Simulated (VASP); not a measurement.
**RPA total energies of SnSe2**

How do semilocal functionals compare with the RPA for SnSe2, and at what cost? The scan starts from a database cell scaled to its smallest volume. The cell is of the CdI2 type. Left out of this account: 1 further run (self-consistent run: 1). The start is a cell from a database of measured crystal structures.

Main program and level: VASP 6.6.1; RPA correlation on LDA orbitals; plane waves and PAW (Sn_d_GW, Se_GW), in the first sound run; inputs show where later runs differ.

**1. The starting structure**

It takes space group P-3m1 (No. 164, trigonal). The conventional cell has a = 3.707 Å, b = 3.707 Å, c = 5.968 Å, α = 90.00°, β = 90.00°, γ = 120.00°. Sn has 6 Se at 2.61 Å nearest. Nearest to Se lie 3 Sn at 2.61 Å. Farther neighbours, and contacts between anions beyond the nearest, are not listed.

Coordinates:

```cif
data_structure
_symmetry_space_group_name_H-M 'P-3m1'
_symmetry_Int_Tables_number 164
_cell_length_a 3.7065
_cell_length_b 3.7065
_cell_length_c 5.9678
_cell_angle_alpha 90.000
_cell_angle_beta 90.000
_cell_angle_gamma 120.000
_cell_volume 71.00
loop_
_atom_site_label
_atom_site_type_symbol
_atom_site_symmetry_multiplicity
_atom_site_Wyckoff_symbol
_atom_site_fract_x
_atom_site_fract_y
_atom_site_fract_z
_atom_site_occupancy
Sn1 Sn 1 a 0.00000 0.00000 0.00000 1
Se1 Se 2 d 0.66667 0.33333 0.75100 1
```

**2. Orbitals, volume ratio 0.92**

RPA gives no stress here, so the energy is scanned over volumes, at one cutoff and mesh. Volumes are given as ratios to a reference cell, and this first cell is that cell scaled to 0.92. Each point starts from LDA orbitals, tightly converged.

Input file INCAR:

```
SYSTEM = SnSe2
PREC = Accurate
ENCUT = 300
EDIFF = 1E-08
NELM = 100
ISMEAR = 0
SIGMA = 0.05
LREAL = .FALSE.
ALGO = Normal
GGA = CA
NBANDS = 19
LORBIT = 11
LWAVE = .TRUE.
LCHARG = .FALSE.
KPAR = 4
```

Input file POSCAR:

```
SnSe2
1.0
    3.7065360167      0.0000000000      0.0000000000
   -1.8532680084      3.2099543505      0.0000000000
    0.0000000000      0.0000000000      5.9678050377
Sn Se
1 2
Direct
    0.0000000000      0.0000000000      0.0000000000
    0.6666666667      0.3333333333      0.7510000000
    0.3333333333      0.6666666667      0.2490000000
```

Input file KPOINTS:

```
Automatic mesh
0
Gamma
4 4 3
0 0 0
```

Potentials, in the order of the species: Sn_d_GW and Se_GW (LDA family, release 64).

The run is started by

```console
> mpirun -np 4 vasp_std
```

Output:

```text
[banner, memory and clock lines left out]
running    4 mpi-ranks, on    1 nodes
 distrk:  each k-point on    1 cores,    4 groups
 distr:  one band on    1 cores,    1 groups

 POSCAR found type information on POSCAR SnSe
 POSCAR found :  2 types and       3 ions
 LDA part: xc-table for (Slater(with rela. corr.)+CA(PZ))
 , standard interpolation
 POSCAR, INCAR and KPOINTS ok, starting setup
 FFT: planning ... GRIDC
 FFT: planning ... GRID_SOFT
 FFT: planning ... GRID
 WAVECAR not read
 entering main loop
       N       E                     dE             d eps       ncg     rms          rms(c)
DAV:   1     0.134007E+03    0.13401E+03   -0.83906E+03   508   0.384E+03
DAV:   2    -0.293037E+01   -0.13694E+03   -0.13285E+03   572   0.637E+02
DAV:   3    -0.135895E+02   -0.10659E+02   -0.10614E+02   534   0.904E+01
DAV:   4    -0.137965E+02   -0.20695E+00   -0.20625E+00   492   0.114E+01
DAV:   5    -0.138138E+02   -0.17352E-01   -0.17349E-01   620   0.387E+00    0.966E+00
DAV:   6    -0.134930E+02    0.32077E+00   -0.50500E-01   564   0.232E+01    0.589E+00
DAV:   7    -0.134397E+02    0.53344E-01   -0.23831E-01   516   0.665E+00    0.137E+00
DAV:   8    -0.134356E+02    0.41310E-02   -0.21754E-02   492   0.420E+00    0.129E-01
DAV:   9    -0.134352E+02    0.39701E-03   -0.37682E-03   468   0.119E+00    0.251E-02
DAV:  10    -0.134352E+02   -0.19186E-04   -0.19989E-04   468   0.122E-01    0.127E-02
DAV:  11    -0.134352E+02   -0.69030E-06   -0.13314E-05   512   0.588E-02    0.657E-03
DAV:  12    -0.134352E+02   -0.11600E-06   -0.11584E-06   484   0.207E-02    0.105E-03
DAV:  13    -0.134352E+02    0.10133E-07   -0.10246E-07   558   0.574E-03    0.671E-04
DAV:  14    -0.134352E+02   -0.21114E-08   -0.13905E-08   372   0.720E-04
   1 F= -.13435188E+02 E0= -.13435188E+02  d E =-.134842E-18
 writing wavefunctions
```

Run time: 3.4 s. Hardware: 4 MPI ranks of Intel Xeon 6975P-C (Granite Rapids), shared host; peak memory 0.52 GiB.

The logs omit lines about the potential files and the build; timing stands in the text.

From OUTCAR (step 2):

```text
ion  position               nearest neighbor table
   1  0.000  0.000  0.000-   2 2.61   3 2.61   2 2.61   3 2.61   2 2.61   3 2.61
   2  0.667  0.333  0.751-   1 2.61   1 2.61   1 2.61
   3  0.333  0.667  0.249-   1 2.61   1 2.61   1 2.61

  LATTYP: Found a hexagonal cell.
 ALAT       =     3.7065360167
 C/A-ratio  =     1.6100760955

 Subroutine GETGRP returns: Found 12 space group operations
 (whereof 12 operations were pure point group operations)

The static configuration has the point symmetry D_3d.

 Found      9 irreducible k-points:

   k-points           NKPTS =      9   k-points in BZ     NKDIM =      9   number of bands    NBANDS=     19

   dimension x,y,z NGX =    24 NGY =   24 NGZ =   36
   dimension x,y,z NGXF=    48 NGYF=   48 NGZF=   72

   ENCUT  =  300.0 eV  22.05 Ry    4.70 a.u.   5.23  5.23  8.43*2*pi/ulx,y,z

   NELECT =      26.0000    total number of electrons

 k-points in reciprocal lattice and weights: Automatic mesh
   0.00000000  0.00000000  0.00000000       0.021
   0.25000000 -0.00000000  0.00000000       0.125
   0.50000000 -0.00000000  0.00000000       0.062
   0.25000000  0.25000000  0.00000000       0.125
   0.00000000  0.00000000  0.33333333       0.042
   0.25000000 -0.00000000  0.33333333       0.125
   0.00000000  0.25000000  0.33333333       0.125
   0.50000000 -0.00000000  0.33333333       0.125
   0.25000000  0.25000000  0.33333333       0.250

 average (electrostatic) potential at core
       1 -76.8176       2 -59.4907       3 -59.4907

 E-fermi :   4.5076

 k-point     1 :       0.0000    0.0000    0.0000
  band No.  band energies     occupation
    ...
      9       3.3735      2.00000
     10       3.3735      2.00000
     11       3.7560      2.00000
     12       3.7560      2.00000
     13       4.2076      2.00000
     14       5.4779      0.00000
     15       6.9931      0.00000
     16       8.8517      0.00000
     17       8.8517      0.00000
     18      12.3010      0.00000
    ...

 k-point     2 :       0.2500   -0.0000    0.0000
  band No.  band energies     occupation
    ...
      9       0.0898      2.00000
     10       1.5353      2.00000
     11       1.9134      2.00000
     12       3.9372      2.00000
     13       4.0464      2.00000
     14       6.2524      0.00000
     15       8.1986      0.00000
     16       9.7314      0.00000
     17      10.0203      0.00000
     18      10.7916      0.00000
    ...

 k-point     3 :       0.5000   -0.0000    0.0000
  band No.  band energies     occupation
    ...
      9      -0.8308      2.00000
     10       0.8939      2.00000
     11       1.1398      2.00000
     12       2.7394      2.00000
     13       3.8537      2.00000
     14       5.3186      0.00000
     15       7.8696      0.00000
     16       9.4332      0.00000
     17       9.7367      0.00000
     18      11.7997      0.00000
    ...

  Total        3.8093862      3.8093862      3.6981689     -0.0000000     -0.0000000     -0.0000000
  in kB       85.9575198     85.9575198     83.4479386     -0.0000000     -0.0000000     -0.0000000
  external PRESSURE =      85.1209927 kB  Pullay stress =       0.0000000 kB

  energy-cutoff  :      300.00
  volume of cell :       71.00
      direct lattice vectors                 reciprocal lattice vectors
     3.706536017  0.000000000  0.000000000     0.269793682  0.155765455  0.000000000
    -1.853268008  3.209954350  0.000000000     0.000000000  0.311530910  0.000000000
     0.000000000  0.000000000  5.967805038     0.000000000  0.000000000  0.167565796

 POSITION                                       TOTAL-FORCE (eV/Angst)
 -----------------------------------------------------------------------------------
      0.00000      0.00000      0.00000        -0.000000      0.000000      0.000000
      1.85327      1.06998      4.48182         0.000000      0.000000     -1.305526
     -0.00000      2.13997      1.48598         0.000000      0.000000      1.305526
 -----------------------------------------------------------------------------------
    total drift:                                0.000000      0.000000      0.000000

  FREE ENERGIE OF THE ION-ELECTRON SYSTEM (eV)
  ---------------------------------------------------
  free  energy   TOTEN  =       -13.4351876969 eV

  energy  without entropy=      -13.4351876969  energy(sigma->0) =      -13.43518770

 total charge
# of ion       s       p       d       f       tot
--------------------------------------------------
    1        0.989   1.106  10.256   0.052  12.403
    2        1.474   2.343   0.036   0.000   3.853
    3        1.474   2.343   0.036   0.000   3.853
--------------------------------------------------
tot          3.937   5.793  10.328   0.052  20.110

[... 3 further parts left out ...]
```

The gap is read on the k-mesh alone, so it is an upper bound where the band edges lie off the mesh.

A gap read on the k-mesh alone can miss the band edges.

Numbers from this step:

- free energy (TOTEN): -13.44 eV
- Fermi energy: 4.508 eV
- pressure: 8.512 GPa
- gap on the k-mesh: 0.6896 eV
- least direct gap on the k-mesh: 1.270 eV

**3. Exact exchange, volume ratio 0.92**

This step: Hartree-Fock energy on LDA orbitals; plane waves and PAW (Sn_d_GW, Se_GW) (VASP 6.6.1).

The Hartree-Fock energy is evaluated once on these orbitals (ALGO = Eigenval, NELM = 1), without letting them relax. It uses the mesh of the correlation step, since the long-wavelength errors of the two partly cancel, and the total energy is their sum.

Input file INCAR:

```
SYSTEM = SnSe2
PREC = Accurate
ENCUT = 300
ISMEAR = 0
SIGMA = 0.05
LREAL = .FALSE.
GGA = CA
NBANDS = 19
ALGO = Eigenval
NELM = 1
LHFCALC = .TRUE.
AEXX = 1
ALDAC = 0
AGGAC = 0
PRECFOCK = Normal
LWAVE = .FALSE.
LCHARG = .FALSE.
```

POSCAR is that of step 2.

KPOINTS is that of step 2.

The WAVECAR or CHGCAR of an earlier step is read.

The run is started by

```console
> mpirun -np 4 vasp_std
```

Output:

```text
[banner, memory and clock lines left out]
running    4 mpi-ranks, on    1 nodes
 distrk:  each k-point on    4 cores,    1 groups
 distr:  one band on    1 cores,    4 groups

 POSCAR found type information on POSCAR SnSe
 POSCAR found :  2 types and       3 ions
 LDA part: xc-table for (Slater(with rela. corr.)+CA(PZ))
 , standard interpolation
|                                                                             |
|           W    W    AA    RRRRR   N    N  II  N    N   GGGG   !!!           |
|           W    W   A  A   R    R  NN   N  II  NN   N  G    G  !!!           |
|           W    W  A    A  R    R  N N  N  II  N N  N  G       !!!           |
|           W WW W  AAAAAA  RRRRR   N  N N  II  N  N N  G  GGG   !            |
|           WW  WW  A    A  R   R   N   NN  II  N   NN  G    G                |
|           W    W  A    A  R    R  N    N  II  N    N   GGGG   !!!           |
|                                                                             |
|     The number of bands has been changed from the values supplied in        |
|     The orbitals not found in the WAVECAR file will be initialized with     |
|     random numbers, which is usually adequate. For correlated               |
|     calculations, however, you should redo the groundstate calculation.     |
|     I found NBANDS = 19. Now, NBANDS = 20.                                  |
|                                                                             |

 found WAVECAR, reading the header
  number of bands has changed, file:    19 present:    20
  trying to continue reading WAVECAR, but it might fail
 POSCAR, INCAR and KPOINTS ok, starting setup
 FFT: planning ... GRIDC
 FFT: planning ... GRID_SOFT
 FFT: planning ... GRID
 reading WAVECAR
 random initialization beyond band           19
 the WAVECAR file was read successfully
 initial charge from wavefunction
 entering main loop
       N       E                     dE             d eps       ncg     rms          rms(c)
EIG:   1    -0.238910E+02   -0.23891E+02    0.00000E+00     0   0.000E+00
   1 F= -.23891041E+02 E0= -.23891041E+02  d E =-.162178E-16
```

Wall time 21 s (4 MPI ranks); peak memory 0.45 GiB; 79 s of CPU time.

OUTCAR, selected parts (step 3):

```text
The static configuration has the point symmetry D_3d.

 Found      9 irreducible k-points:

   k-points           NKPTS =      9   k-points in BZ     NKDIM =     48   number of bands    NBANDS=     20

   NELECT =      26.0000    total number of electrons

  exchange ACFDT corr.  =        -0.00000000  see jH, gK, PRB 81, 115126

 E-fermi :   4.4870

 k-point     1 :       0.0000    0.0000    0.0000
  band No.  band energies     occupation
    ...
      9       1.1818      2.00000
     10       1.1818      2.00000
     11       1.7461      2.00000
     12       1.7461      2.00000
     13       2.1586      2.00000
     14       9.7988      0.00000
     15      11.7585      0.00000
     16      14.0765      0.00000
     17      14.0765      0.00000
     18      17.6558      0.00000
    ...

 k-point     2 :       0.2500   -0.0000    0.0000
  band No.  band energies     occupation
    ...
      9      -3.2457      2.00000
     10      -1.1127      2.00000
     11      -0.7184      2.00000
     12       1.8534      2.00000
     13       2.1246      2.00000
     14      10.5889      0.00000
     15      13.1555      0.00000
     16      15.1206      0.00000
     17      15.1750      0.00000
     18      16.1553      0.00000
    ...

 POSITION                                       TOTAL-FORCE (eV/Angst)
 -----------------------------------------------------------------------------------
      0.00000      0.00000      0.00000        -0.000000      0.000000      0.000000
      1.85327      1.06998      4.48182         0.000000      0.000000     -0.528884
     -0.00000      2.13997      1.48598        -0.000000      0.000000      0.528884
 -----------------------------------------------------------------------------------
    total drift:                               -0.000000     -0.000000      0.000000

  FREE ENERGIE OF THE ION-ELECTRON SYSTEM (eV)
  ---------------------------------------------------
  free  energy   TOTEN  =       -23.8910413452 eV

  energy  without entropy=      -23.8910413452  energy(sigma->0) =      -23.89104135

[... 7 parts as in an earlier step ...]

[... 5 further parts left out ...]
```

The k-mesh is coarse for unscreened exact exchange, which converges slowly with it.

Numbers from this step:

```
free energy (TOTEN) : -23.89 eV
```

The Hartree-Fock energy on these orbitals is -7.9637 eV an atom.

**4. Empty bands, volume ratio 0.92**

This step: LDA; plane waves and PAW (Sn_d_GW, Se_GW) (VASP 6.6.1).

ALGO = Exact makes the empty bands from the converged ground state in one step. LOPTICS writes the k-derivatives of the orbitals (WAVEDER), which give the long-wavelength limit of the screening.

Input file INCAR:

```
SYSTEM = SnSe2
PREC = Accurate
ENCUT = 300
ISMEAR = 0
SIGMA = 0.05
LREAL = .FALSE.
GGA = CA
NBANDS = 852
ALGO = Exact
NELM = 1
LWAVE = .TRUE.
LCHARG = .FALSE.
LOPTICS = .TRUE.
NEDOS = 1000
CSHIFT = 0.1
```

POSCAR is that of step 3.

KPOINTS is that of step 3.

The run is started by

```console
> mpirun -np 4 vasp_std
```

Output:

```text
[banner, memory and clock lines left out]
running    4 mpi-ranks, on    1 nodes
 distrk:  each k-point on    4 cores,    1 groups
 distr:  one band on    1 cores,    4 groups

 POSCAR found type information on POSCAR SnSe
 POSCAR found :  2 types and       3 ions
 LDA part: xc-table for (Slater(with rela. corr.)+CA(PZ))
 , standard interpolation
 found WAVECAR, reading the header
  number of bands has changed, file:    19 present:   852
  trying to continue reading WAVECAR, but it might fail
 POSCAR, INCAR and KPOINTS ok, starting setup
 FFT: planning ... GRIDC
 FFT: planning ... GRID_SOFT
 FFT: planning ... GRID
 reading WAVECAR
 random initialization beyond band           19
 the WAVECAR file was read successfully
 initial charge from wavefunction
 entering main loop
       N       E                     dE             d eps       ncg     rms          rms(c)
DIA:   1    -0.134352E+02   -0.13435E+02    0.00000E+00     0   0.000E+00
   1 F= -.13435188E+02 E0= -.13435188E+02  d E =-.449624E-12
 writing wavefunctions
 optical routines
 imaginary and real dielectric function
 recalculating local potential from charge density
 direction            1
 direction            2
 direction            3
```

Wall time 8.4 s (4 MPI ranks); peak memory 0.67 GiB.

Parts of OUTCAR (step 4):

```text
The static configuration has the point symmetry D_3d.

 Found      9 irreducible k-points:

   k-points           NKPTS =      9   k-points in BZ     NKDIM =      9   number of bands    NBANDS=    852

   NELECT =      26.0000    total number of electrons

 E-fermi :   4.4367

 k-point     1 :       0.0000    0.0000    0.0000
  band No.  band energies     occupation
    ...
      9       3.3735      2.00000
     10       3.3735      2.00000
     11       3.7560      2.00000
     12       3.7560      2.00000
     13       4.2076      2.00000
     14       5.4780      0.00000
     15       6.9931      0.00000
     16       8.8517      0.00000
     17       8.8517      0.00000
     18      12.3010      0.00000
    ...

 k-point     2 :       0.2500   -0.0000    0.0000
  band No.  band energies     occupation
    ...
      9       0.0898      2.00000
     10       1.5354      2.00000
     11       1.9134      2.00000
     12       3.9372      2.00000
     13       4.0464      2.00000
     14       6.2524      0.00000
     15       8.1986      0.00000
     16       9.7315      0.00000
     17      10.0204      0.00000
     18      10.7916      0.00000
    ...

  Total        3.8101973      3.8101973      3.6980676     -0.0000000      0.0000000     -0.0000000
  in kB       85.9758235     85.9758235     83.4456544     -0.0000000      0.0000000     -0.0000000
  external PRESSURE =      85.1324338 kB  Pullay stress =       0.0000000 kB

 POSITION                                       TOTAL-FORCE (eV/Angst)
 -----------------------------------------------------------------------------------
      0.00000      0.00000      0.00000        -0.000000      0.000000      0.000000
      1.85327      1.06998      4.48182         0.000000      0.000000     -1.305529
     -0.00000      2.13997      1.48598        -0.000000     -0.000000      1.305529
 -----------------------------------------------------------------------------------
    total drift:                                0.000000      0.000000      0.000000

  FREE ENERGIE OF THE ION-ELECTRON SYSTEM (eV)
  ---------------------------------------------------
  free  energy   TOTEN  =       -13.4351876978 eV

  energy  without entropy=      -13.4351876978  energy(sigma->0) =      -13.43518770

 plasma frequency squared (from intraband transitions) (eV^2)
  --------------------------------------------------------------------------------------
       0.000      -0.000      -0.000
      -0.000       0.000       0.000
      -0.000       0.000       0.000

[... 8 parts as in an earlier step ...]

[... 4 further parts left out ...]
```

WAVECAR now holds 852 bands for 26 electrons.

[end of part 1 of 4]

[Long decimals in the printed logs are rounded to 6 places.]

[Lines on the potential files, build, host, timing and source positions are cut from VASP's logs without a mark.]

[Logs are printed without paths, hosts, clocks, repeated set-up lines and the standing remarks that a program may print on its own settings, such as how far it seeks lower states.]

[Hosts, paths, dates, database ids (printed as entryN), source tags and the programs' standing remarks are cut or masked in the printed files.]

[Measured values are set beside computed ones only where the two were judged alike; some that the calculation misses by far are left out.]

[Pressures printed for these runs are not shown converged in the cutoff: they can be off by several GPa and have the wrong sign.]
